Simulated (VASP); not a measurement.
All values below come from PBE GGA + U (Dudarev), VASP's PBE PAW potentials (set 64) (plane waves; VASP).

A VASP calculation is set up with these files.

**INCAR**
```
! general
SYSTEM    = TiB2
PREC      = Accurate
ENCUT     = 520   ! plane-wave cut-off (eV)
LREAL     = .FALSE.   ! projection in real space or not
LASPH     = .TRUE.

! electronic loop
EDIFF     = 1E-6
NELM      = 100   ! most electronic steps
ALGO      = Normal   ! blocked Davidson
LMAXMIX   = 4   ! l cut-off of mixed one-centre charges

! smearing
ISMEAR    = 1
SIGMA     = 0.1   ! width (eV)

! functional
GGA       = PE   ! PBE

! DFT+U
LDAU      = .TRUE.
LDAUTYPE  = 2   ! Dudarev
LDAUL     = 2 -1
LDAUU     = 2.0 0
LDAUJ     = 0 0
LDAUPRINT = 1

! ions
ISIF      = 2   ! forces and stress, cell fixed

! output
LWAVE     = .FALSE.
LCHARG    = .FALSE.
LORBIT    = 10
```

File POSCAR:
```
TiB2
1
    1.5276560000    -2.6027400000     0.0000000000
    1.5276560000     2.6027400000     0.0000000000
    0.0000000000     0.0000000000     3.1789610000
Ti B
1 2
Direct
  0.0000000000   0.0000000000   0.0000000000
  0.3333330000   0.6666670000   0.5000000000
  0.6855250000   0.3521910000   0.5000000000
```

KPOINTS:
```
Automatic mesh
0
Gamma
10 10 9
0 0 0
```

POTCAR, in this order: Ti_sv B (PBE.64 set). Program: vasp_std.

Q: Predict the energy per atom (σ→0), pressure, largest force, band gap (on the k-mesh).

A: 
* **energy per atom (σ→0)**: -7.584 eV/atom
* **band gap (on the k-mesh)**: none (metal, semimetal or under 0.01 eV)
* **pressure**: 8.44 GPa
* **largest force**: 1.077 eV/Å

File OSZICAR:
```
...
DAV:   7    -0.227418067936E+02   -0.68819E-01   -0.14923E+00  7472   0.137E+01    0.313E+00
DAV:   8    -0.227529196211E+02   -0.11113E-01   -0.12187E-01 10458   0.309E+00    0.641E-01
DAV:   9    -0.227512935275E+02    0.16261E-02   -0.36030E-02  9136   0.257E+00    0.221E-01
DAV:  10    -0.227509020261E+02    0.39150E-03   -0.49592E-03  8945   0.100E+00    0.104E-01
DAV:  11    -0.227508027167E+02    0.99309E-04   -0.24662E-04  8719   0.186E-01    0.472E-02
DAV:  12    -0.227507909761E+02    0.11741E-04   -0.64776E-05  8796   0.990E-02    0.112E-02
DAV:  13    -0.227507914901E+02   -0.51402E-06   -0.53542E-06  7455   0.286E-02
   1 F= -.22750791E+02 E0= -.22750632E+02  d E =-.478866E-03
```

The compound is TiB2 in the AlB2 type structure. The cell was not relaxed at this level, atoms are displaced from their ideal sites. The run is one of a series of settings (LDAU = .TRUE., LDAUJ = 0 0, LDAUL = 2 -1, LDAUTYPE = 2, LDAUU = 2.0 0 against the base run), some of them coarse on purpose.
